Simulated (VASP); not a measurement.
These are vdW-DF2, VASP's PBE PAW potentials (set 64) (plane waves; VASP) values and carry that method's errors.

A VASP calculation is set up with these files.

### POSCAR
```
WSi2
1
   -1.6479900428     1.6479900428     3.9973914723
    1.6479900428    -1.6479900428     3.9973914723
    1.6479900428     1.6479900428    -3.9973914723
Si W
2 1
Direct
  0.6644653558   0.6644653558   0.0000000000
  0.3355346442   0.3355346442   0.0000000000
  0.0000000000   0.0000000000   0.0000000000
```

### KPOINTS
```
Automatic mesh
0
Gamma
15 15 15
0 0 0
```

### INCAR
```
SYSTEM = WSi2
PREC = Accurate; ENCUT = 520; LREAL = .False.
LASPH = .True.
EDIFF = 1E-7; NELM = 100; ALGO = Normal
LMAXMIX = 6
ISMEAR = -5
GGA = ML; LUSE_VDW = .True.; AGGAC = 0.0
ZAB_VDW = -1.8867
ISIF = 2
LWAVE = .False.; LCHARG = .True.; LORBIT = 11
NEDOS = 601
LEFG = .True.
```

POTCAR, in this order: Si W_sv (PBE.64 set). Program: vasp_std.

Unless said otherwise, spin-orbit coupling is left out, though it shifts the bands of the heavy elements here.

Problem. Estimate the energy per atom (σ→0), band gap (on the k-mesh).

Solution. 
| Property | Value |
|---|---|
| energy per atom (σ→0) | -5.212 eV/atom |
| band gap (on the k-mesh) | none (metal, semimetal or under 0.01 eV) |

File OSZICAR:
```
...
DAV:   8    -0.156331580200E+02   -0.12498E-03   -0.73182E-02 10621   0.258E+00    0.293E-01
DAV:   9    -0.156354285432E+02   -0.22705E-02   -0.44449E-03 10791   0.542E-01    0.211E-01
DAV:  10    -0.156363886622E+02   -0.96012E-03   -0.20913E-03  9970   0.361E-01    0.294E-02
DAV:  11    -0.156364343493E+02   -0.45687E-04   -0.13870E-04 10705   0.100E-01    0.121E-02
DAV:  12    -0.156364473993E+02   -0.13050E-04   -0.21839E-05 10390   0.339E-02    0.497E-03
DAV:  13    -0.156364495348E+02   -0.21355E-05   -0.99693E-06  9893   0.243E-02    0.348E-03
DAV:  14    -0.156364495411E+02   -0.63096E-08   -0.13656E-07 10234   0.295E-03
   1 F= -.15636450E+02 E0= -.15636450E+02  d E =0.000000E+00
```

The compound is WSi2 in the MoSi2 type structure. It was relaxed first, which changed the volume by +8 %.
